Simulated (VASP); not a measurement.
# Ru12N in VASP: notebook

One slab, Ru12N, is run at these levels: PBE; tasks: relaxation of the atoms, single point.

Everything below comes from runs of VASP 6.6.1. Logs are shortened: lines on timing, memory, paths and dates and some standing lists are left out, and cuts for length are marked.

## 1. The slab as given

The cell holds a slab with vacuum, 13 atoms: a = 5.436 Å, b = 5.436 Å, c = 23.301 Å, α = 90.00°, β = 90.00°, γ = 120.00°.

## 2. Relaxation of the atoms, PBE

INCAR

```
SYSTEM = Ru12N
PREC = Normal
ENCUT = 450
EDIFF = 1E-6
ISMEAR = 1
SIGMA = 0.1
LREAL = Auto
LASPH = .True.
NELM = 80
ALGO = Normal
ISIF = 2
LWAVE = .False.
LCHARG = .False.
LDIPOL = .True.
IDIPOL = 3
DIPOL = 0.5 0.5 0.471
GGA = PE
IBRION = 2
NSW = 90
EDIFFG = -0.03
KPAR = 4
```

KPOINTS

```
Automatic mesh
0
Gamma
  6 6 1
  0 0 0
```

POSCAR

```
Ru12N
1.0
    5.4358977100      0.0000000000      0.0000000000
   -2.7179481500      4.7076262500      0.0000000000
    0.0000000000      0.0000000000     23.3005680000
Ru N
12 1
Selective dynamics
Direct
    0.1666665000      0.3333330000      0.3647979700  F F F
    0.1666665000      0.8333330000      0.3647979700  F F F
    0.6666665000      0.3333330000      0.3647979700  F F F
    0.6666665000      0.8333330000      0.3647979700  F F F
    0.3333335000      0.1666670000      0.4570825900  T T T
    0.3333335000      0.6666670000      0.4570825900  T T T
    0.8333335000      0.1666670000      0.4570825900  T T T
    0.8333335000      0.6666670000      0.4570825900  T T T
    0.1666665000      0.3333330000      0.5493672100  T T T
    0.1666665000      0.8333330000      0.5493672100  T T T
    0.6666665000      0.3333330000      0.5493672100  T T T
    0.6666665000      0.8333330000      0.5493672100  T T T
    0.6666665000      0.8333330000      0.6429271600  T T T
```

Potentials or basis: VASP PAW PBE potentials, release 64 (Ru_pv, N).

Started as:

```
cat potpaw_PBE.64/Ru_pv/POTCAR potpaw_PBE.64/N/POTCAR > POTCAR
mpirun -np 4 vasp_std > vasp.out
```

OUTCAR:

```text
SYSTEM = Ru12N
   PREC = Normal
   ENCUT = 450
   EDIFF = 1E-6
   ISMEAR = 1
   LREAL = Auto
   LASPH = .True.
   NELM = 80
   ISIF = 2
   GGA = PE
   IBRION = 2
   NSW = 90
   EDIFFG = -0.03

 ion  position               nearest neighbor table
   1  0.167  0.333  0.365-   5 2.66   7 2.66   6 2.66   3 2.72   3 2.72   2 2.72   2 2.72   4 2.72
                             4 2.72
   2  0.167  0.833  0.365-   6 2.66   8 2.66   5 2.66   4 2.72   4 2.72   1 2.72   1 2.72   3 2.72
                             3 2.72
   3  0.667  0.333  0.365-   7 2.66   5 2.66   8 2.66   1 2.72   1 2.72   4 2.72   4 2.72   2 2.72
                             2 2.72
   4  0.667  0.833  0.365-   8 2.66   6 2.66   7 2.66   2 2.72   2 2.72   3 2.72   3 2.72   1 2.72
                             1 2.72
   5  0.333  0.167  0.457-   1 2.66   9 2.66   3 2.66  11 2.66  10 2.66   2 2.66   7 2.72   7 2.72
                             6 2.72   6 2.72   8 2.72   8 2.72
   6  0.333  0.667  0.457-   2 2.66  10 2.66   4 2.66  12 2.66   1 2.66   9 2.66   8 2.72   8 2.72
                             5 2.72   5 2.72   7 2.72   7 2.72
   7  0.833  0.167  0.457-   3 2.66  11 2.66   9 2.66   1 2.66   4 2.66  12 2.66   5 2.72   5 2.72
                             8 2.72   8 2.72   6 2.72   6 2.72
   8  0.833  0.667  0.457-   4 2.66  12 2.66  10 2.66   2 2.66  11 2.66   3 2.66   6 2.72   6 2.72
                             7 2.72   7 2.72   5 2.72   5 2.72
   9  0.167  0.333  0.549-   5 2.66   7 2.66   6 2.66  11 2.72  11 2.72  10 2.72  10 2.72  12 2.72
                            12 2.72
  10  0.167  0.833  0.549-   6 2.66   8 2.66   5 2.66  12 2.72  12 2.72   9 2.72   9 2.72  11 2.72
                            11 2.72
  11  0.667  0.333  0.549-   7 2.66   5 2.66   8 2.66   9 2.72   9 2.72  12 2.72  12 2.72  10 2.72
                            10 2.72
  12  0.667  0.833  0.549-  13 2.18   8 2.66   6 2.66   7 2.66  10 2.72  10 2.72  11 2.72  11 2.72
                             9 2.72   9 2.72
  13  0.667  0.833  0.643-  12 2.18

  LATTYP: Found a hexagonal cell.
 ALAT       =     5.4358977100
 C/A-ratio  =     4.2864250291

  Lattice vectors:

 A1 = (   5.4358977100,   0.0000000000,   0.0000000000)
 A2 = (  -2.7179481500,   4.7076262500,   0.0000000000)
 A3 = (   0.0000000000,   0.0000000000,  23.3005680000)

Analysis of symmetry for initial positions (statically):
=====================================================================
 Subroutine PRICEL returns:
 Original cell was already a primitive cell.

 Routine SETGRP: Setting up the symmetry group for a
 hexagonal supercell.

 Subroutine GETGRP returns: Found  6 space group operations
 (whereof  2 operations were pure point group operations)
 out of a pool of 24 trial point group operations.

The static configuration has the point symmetry C_1h.
 The point group associated with its full space group is C_3v.

Analysis of symmetry for dynamics (positions and initial velocities):
=====================================================================
 Subroutine PRICEL returns:
 Original cell was already a primitive cell.

 Routine SETGRP: Setting up the symmetry group for a
 hexagonal supercell.

 Subroutine GETGRP returns: Found  6 space group operations
 (whereof  2 operations were pure point group operations)
 out of a pool of 24 trial point group operations.

The dynamic configuration has the point symmetry C_1h.
 The point group associated with its full space group is C_3v.

Analysis of constrained symmetry for selective dynamics:
=====================================================================
 Subroutine PRICEL returns:
 Original cell was already a primitive cell.

 Routine SETGRP: Setting up the symmetry group for a
 hexagonal supercell.

 Subroutine GETGRP returns: Found  6 space group operations
 (whereof  2 operations were pure point group operations)
 out of a pool of 24 trial point group operations.

The constrained configuration has the point symmetry C_1h.
 The point group associated with its full space group is C_3v.

 Subroutine INISYM returns: Found  6 space group operations
 (whereof  2 operations are pure point group operations),
 and found     1 'primitive' translations

[... 89 lines left out ...]
   PREC   = normal    normal or accurate (medium, high low for compatibility)
   ISTART =      0    job   : 0-new  1-cont  2-samecut
   ICHARG =      2    charge: 1-file 2-atom 10-const
   ISPIN  =      1    spin polarized calculation?
   LNONCOLLINEAR =      F non collinear calculations
   LSORBIT =      F    spin-orbit coupling
   LASPH  =      T    aspherical Exc in radial PAW
   ENCUT  =  450.0 eV  33.07 Ry    5.75 a.u.   9.40  9.40 40.30*2*pi/ulx,y,z
   NELM   =     80;   NELMIN=  2; NELMDL= -5     # of ELM steps
   EDIFF  = 0.1E-05   stopping-criterion for ELM
   LREAL  =      T    real-space projection
   EDIFFG = -.3E-01   stopping-criterion for IOM
   NSW    =     90    number of steps for IOM
   IBRION =      2    ionic relax: 0-MD 1-quasi-New 2-CG
   NFREE  =      1    steps in history (QN), initial steepest desc. (CG)
   ISIF   =      2    stress and relaxation
   ISYM   =      2    0-nonsym 1-usesym 2-fastsym
   POTIM  = 0.5000    time-step for ionic-motion
   TEBEG  =    0.0;   TEEND  =   0.0 temperature during run
   PSTRESS=    0.0 pullay stress
   NELECT =     173.0000    total number of electrons
   NUPDOWN=      -1.0000    fix difference up-down
   EMIN   =  10.00;   EMAX   =-10.00  energy-range for DOS
   EFERMI =   0.00;   METHOD = LEGACY
   ISMEAR =     1;   SIGMA  =   0.10  broadening in eV -4-tet -1-fermi 0-gaus
   EFERMI_NEDOS =   21; number of points for ismear=-14 and -15
   IALGO  =     38    algorithm
   IMIX   =      4    mixing-type and parameters
     AMIX     =   0.40;   BMIX     =  1.00
     AMIX_MAG =   1.60;   BMIX_MAG =  1.00
  volume/ion in A,a.u.               =      45.87       309.52
  Fermi-wavevector in a.u.,A,eV,Ry     =   1.083786  2.048059 15.981301  1.174593
  Thomas-Fermi vector in A             =   2.219861
   LORBIT       =      0    0 simple, 1 ext, 2 COOP (PROOUT), +10 PAW based schemes
   GGA     = PE    functional components
   LHFCALC =     F    Hartree Fock is set to
   AEXX    =    0.0000 exact exchange contribution
   IVDW    =     0    specifies the selected vdW correction
   LEPSILON=     F    determine dielectric tensor
   LRPA    =     F    only Hartree local field effects (RPA)
 conjugate gradient relaxation of ions
 non-spin polarized calculation
 Methfessel and Paxton  Order N= 1 SIGMA  =   0.10
  energy-cutoff  :      450.00
  volume of cell :      596.27
 maximum number of plane-waves:     12969
   NGX = 19   NGY = 19   NGZ = 81

--------------------------------------- Ionic step        1  -------------------------------------------

 number of electron     172.9999855 magnetization

 Free energy of the ion-electron system (eV)
  ---------------------------------------------------
  ext. energy  EPLUGINS =         0.00000000
  ---------------------------------------------------
  free energy    TOTEN  =      -107.43570071 eV

  energy without entropy =     -107.42282162  energy(sigma->0) =     -107.43140768

------------------------ aborting loop because EDIFF is reached ----------------------------------------

  FORCE on cell =-STRESS in cart. coord.  units (eV):
  Direction    XX          YY          ZZ          XY          YZ          ZX
  --------------------------------------------------------------------------------------
  -------------------------------------------------------------------------------------
  Total      -12.9201409    -12.9201449    -27.3771544     -0.0000019      0.0000000      0.0000000
  in kB      -34.7166708    -34.7166817    -73.5629486     -0.0000052      0.0000000      0.0000000
  external PRESSURE =     -47.6654337 kB  Pullay stress =       0.0000000 kB
[... 28 lines left out ...]
  FREE ENERGIE OF THE ION-ELECTRON SYSTEM (eV)
  ---------------------------------------------------
  free  energy   TOTEN  =      -107.4357007058 eV

  energy  without entropy=     -107.4228216175  energy(sigma->0) =     -107.43140768

 dipolmoment           0.000000      0.000000     -0.006092 electrons x Angstroem

--------------------------------------- Ionic step        2  -------------------------------------------

 number of electron     172.9999844 magnetization

------------------------ aborting loop because EDIFF is reached ----------------------------------------
[... 83 lines left out ...]
  FREE ENERGIE OF THE ION-ELECTRON SYSTEM (eV)
  ---------------------------------------------------
  free  energy   TOTEN  =      -109.7311781357 eV

  energy  without entropy=     -109.7230370338  energy(sigma->0) =     -109.72846444

[... ionic steps 4 to 21 ...]

--------------------------------------- Ionic step       22  -------------------------------------------

 number of electron     172.9999883 magnetization

------------------------ aborting loop because EDIFF is reached ----------------------------------------
[... 89 lines left out ...]
--------------------------------------- Ionic step       24  -------------------------------------------

 number of electron     172.9999882 magnetization

 dipolmoment           0.000000      0.000000      0.097319 electrons x Angstroem

 Free energy of the ion-electron system (eV)
  ---------------------------------------------------
  ext. energy  EPLUGINS =         0.00000000
  ---------------------------------------------------
  free energy    TOTEN  =      -110.01090367 eV

  energy without entropy =     -110.00673090  energy(sigma->0) =     -110.00951275

 E-fermi :  -0.1069     XC(G=0):  -4.9182

 val. band max:       -0.1285815663   @ k =   0.3333   0.1667   0.0000
 cond. band min:      -0.0886932418   @ k =   0.3333   0.0000   0.0000
 fundamental gap:      0.0398883244
 Fermi energy:        -0.1068784083

 k-point     1 :       0.0000    0.0000    0.0000
  band No.  band energies     occupation
      1     -44.5916      2.00000
      2     -43.8826      2.00000
      3     -43.8826      2.00000
      4     -43.8477      2.00000
      5     -43.7827      2.00000
      6     -43.6556      2.00000
[... 696 lines left out ...]
     97       0.7112     -0.00000
     98       0.7203     -0.00000
 [bands above 98 left out]

------------------------ aborting loop because EDIFF is reached ----------------------------------------

 vacuum level on the upper side and lower side of the slab       (xc-potential included)         0.198        -0.466

  FORCE on cell =-STRESS in cart. coord.  units (eV):
  Direction    XX          YY          ZZ          XY          YZ          ZX
  --------------------------------------------------------------------------------------
  -------------------------------------------------------------------------------------
  Total       -9.5460864     -9.5460894     -0.2168429     -0.0000014      0.0000000      0.0000000
  in kB      -25.6505206    -25.6505286     -0.5826612     -0.0000038      0.0000000      0.0000000
  external PRESSURE =     -17.2945701 kB  Pullay stress =       0.0000000 kB
[... 28 lines left out ...]
  FREE ENERGIE OF THE ION-ELECTRON SYSTEM (eV)
  ---------------------------------------------------
  free  energy   TOTEN  =      -110.0109036740 eV

  energy  without entropy=     -110.0067309007  energy(sigma->0) =     -110.00951275

 reached required accuracy - stopping structural energy minimisation

 vacuum level on the upper side and lower side of the slab         5.420         4.735
```

It took 27 min on 4 MPI ranks of Intel Xeon Platinum 8559C (Emerald Rapids), shared host; peak memory 0.47 GiB.

What came out:

* Free energy: -110.0109 eV
* Energy gained by relaxing: 198.1 meV/atom
* Ionic steps: 24
* Band gap on the k mesh: none (metal or under the smearing width)

The path:
| step | energy change (eV) | largest force (eV/Å) | pressure (GPa) |
| --- | --- | --- | --- |
| 1 | 0.0000 | 5.3350 | -4.77 |
| 2 | -2.2424 | 2.2641 | -3.54 |
| 3 | -2.2955 | 2.0682 | -2.77 |
| 4 | -2.3236 | 1.1535 | -3.15 |
| 5 | -2.3251 | 1.1577 | -3.07 |
| 6 | -2.4390 | 0.9801 | -2.67 |
| 7 | -2.4995 | 1.6836 | -2.19 |
| 8 | -2.5487 | 0.3816 | -2.37 |
| 9 | -2.5490 | 0.5588 | -2.37 |
| 10 | -2.5607 | 0.5241 | -2.23 |
| 11 | -2.5703 | 0.5878 | -1.95 |
| 12 | -2.5701 | 0.6029 | -1.81 |
| 13 | -2.5700 | 0.6605 | -1.59 |
| 14 | -2.5742 | 0.0776 | -1.73 |
| 15 | -2.5742 | 0.0760 | -1.73 |
| 16 | -2.5746 | 0.0557 | -1.71 |
| 17 | -2.5747 | 0.0582 | -1.70 |
| 18 | -2.5749 | 0.0794 | -1.71 |
| 19 | -2.5749 | 0.1144 | -1.72 |
| 20 | -2.5750 | 0.0918 | -1.71 |
| 21 | -2.5752 | 0.0996 | -1.73 |
| 22 | -2.5752 | 0.0974 | -1.73 |
| 23 | -2.5751 | 0.1007 | -1.72 |
| 24 | -2.5752 | 0.0975 | -1.73 |

Final structure:
```xyz
13
Lattice="5.4359 0.0000 0.0000 -2.7179 4.7076 0.0000 0.0000 0.0000 23.3006" Properties=species:S:1:pos:R:3 pbc="T T T"
Ru    0.0000    1.5692    8.5000
Ru   -1.3590    3.9230    8.5000
Ru    2.7179    1.5692    8.5000
Ru    1.3590    3.9230    8.5000
Ru    1.3590    0.7846   10.5456
Ru    0.0183    3.1490   10.5570
Ru    4.0769    0.7635   10.5570
Ru    2.6996    3.1490   10.5570
Ru    0.0261    1.5542   12.6262
Ru   -1.3590    3.9531   12.6262
Ru    2.6919    1.5542   12.6262
Ru    1.3590    3.9230   13.0647
N     1.3590    3.9230   14.7113
```

Caveat: the cutoff is under 1.25 times the usual one of these potentials, so pressure, stress and relaxed cells hold a basis-set (Pulay) error.

## 3. Single point, PBE

INCAR

```
SYSTEM = Ru12N
  PREC = Normal
  ENCUT = 450
  EDIFF = 1E-6
  ISMEAR = 1
  SIGMA = 0.1
  LREAL = Auto
  LASPH = .TRUE.
  NELM = 80
  ALGO = Normal
  ISIF = 2
  LWAVE = .FALSE.
  LCHARG = .FALSE.
  LDIPOL = .TRUE.
  IDIPOL = 3
  DIPOL = 0.5 0.5 0.471
  GGA = PE
  NBANDS = 98
  LVHAR = .TRUE.
  LVACPOTAV = .TRUE.
  ICORELEVEL = 1
  KPAR = 4
```

KPOINTS

```
Automatic mesh
0
G
  6 6 1
  0 0 0
```

POSCAR

```
Ru12N                                   
1.0
    5.4358977100      0.0000000000      0.0000000000
   -2.7179481500      4.7076262500      0.0000000000
    0.0000000000      0.0000000000     23.3005680000
  Ru              N             
    12     1
Selective dynamics
Direct
     0.1666664999999981    0.3333330000000032    0.3647979699999979   F   F   F
     0.1666664999999981    0.8333330000000032    0.3647979699999979   F   F   F
     0.6666664999999981    0.3333330000000032    0.3647979699999979   F   F   F
     0.6666664999999981    0.8333330000000032    0.3647979699999979   F   F   F
     0.3333335000000019    0.1666669999999968    0.4525892424959165   T   T   T
     0.3378239224402447    0.6689122112201181    0.4530791505790673   T   T   T
     0.8310882887798806    0.1621765775597541    0.4530791505790673   T   T   T
     0.8310882887798806    0.6689122112201181    0.4530791505790673   T   T   T
     0.1698631134051809    0.3301363865948204    0.5418856614397725   T   T   T
     0.1698631134051809    0.8397262268103688    0.5418856614397725   T   T   T
     0.6602732731896325    0.3301363865948204    0.5418856614397725   T   T   T
     0.6666664999999981    0.8333330000000032    0.5607034119703107   T   T   T
     0.6666664999999981    0.8333330000000032    0.6313704813355578   T   T   T
```

Potentials or basis: VASP PAW PBE potentials, release 64 (Ru_pv, N).

Started as:

```
cat potpaw_PBE.64/Ru_pv/POTCAR potpaw_PBE.64/N/POTCAR > POTCAR
mpirun -np 4 vasp_std > vasp.out
```

It took 2.4 min on 4 MPI ranks of Intel Xeon Platinum 8559C (Emerald Rapids), shared host; peak memory 0.43 GiB.

The run converged. Its results:

| Item | Value |
| --- | --- |
| Free energy | -110.0109 eV |
| Largest force | 0.098 eV/Å |
| Band gap on the k mesh | none (metal or under the smearing width) |
| Work function of the upper face | 5.67 eV |
| Work function of the lower face | 4.98 eV |

Forces in eV/Å, atoms in the order of the input:
```
Ru  -0.046  0.027 -0.030
Ru   0.000 -0.054 -0.030
Ru   0.046  0.027 -0.030
Ru   0.000  0.000  0.098
Ru   0.000  0.000 -0.001
Ru   0.002  0.001 -0.008
Ru   0.000 -0.002 -0.008
Ru  -0.002  0.001 -0.008
Ru  -0.001  0.001  0.003
Ru   0.000 -0.002  0.003
Ru   0.001  0.001  0.003
Ru   0.000  0.000  0.018
N    0.000  0.000 -0.009
```

Levels at points of the mesh, in eV from the Fermi level:
| k point | band 84 | band 85 | band 86 | band 87 | band 88 | band 89 |
| --- | --- | --- | --- | --- | --- | --- |
| (0.00, 0.00, 0.00) | 0.16 | 0.31 | 0.31 | 0.92 | 0.92 | 1.00 |
| (0.50, 0.00, 0.00) | -0.67 | -0.56 | -0.43 | -0.39 | -0.29 | -0.05 |

Core levels (eV, on the scale of the bands):
```tsv
atom	levels
1 Ru	1s -21930.3, 2s -3150.6, 2p -2821.1, 3s -552.3, 3p -444.0, 3d -270.0, 4s -72.9
2 Ru	1s -21930.3, 2s -3150.6, 2p -2821.1, 3s -552.3, 3p -444.0, 3d -270.0, 4s -72.9
3 Ru	1s -21930.3, 2s -3150.6, 2p -2821.1, 3s -552.3, 3p -444.0, 3d -270.0, 4s -72.9
4 Ru	1s -21930.2, 2s -3150.5, 2p -2821.1, 3s -552.2, 3p -444.0, 3d -270.0, 4s -72.9
5 Ru	1s -21930.8, 2s -3151.2, 2p -2821.8, 3s -552.9, 3p -444.7, 3d -270.7, 4s -73.5
6 Ru	1s -21930.6, 2s -3151.0, 2p -2821.6, 3s -552.7, 3p -444.5, 3d -270.5, 4s -73.3
```

Caveat: the cutoff is under 1.25 times the usual one of these potentials, so pressure, stress and relaxed cells hold a basis-set (Pulay) error.
